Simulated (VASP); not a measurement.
Here is the system:

```
CELL_PARAMETERS angstrom
      2.94109     0.00000     0.00000
     -1.47055     2.54706     0.00000
      0.00000     0.00000     2.65458
ATOMIC_POSITIONS crystal
  Ga 0.00000 0.00000 0.00000
  N  0.66667 0.33333 0.50000
```

Method: r2SCAN meta-GGA, VASP's PBE PAW potentials (set 64) (plane waves; VASP). Numerical set-up: 520 eV cut-off, 16×16×15 Γ-centred mesh, tetrahedra with Blöchl corrections, potentials Ga_d N.

Task: Estimate the energy per atom (σ→0), band gap (over mesh and band path) with the smallest direct gap where there is one.

Result: 
```
Item                                                                   Value
----------------------------------  ----------------------------------------
band gap (over mesh and band path)  none (metal, semimetal or under 0.01 eV)
energy per atom (σ→0)                                         -9.945 eV/atom
```

Only differences to runs with the same potentials and settings are physical.

The structure was generated: GaN was put into the WC type (P-6m2), which need not be its known phase. It was relaxed first, which changed the volume by +8 %.
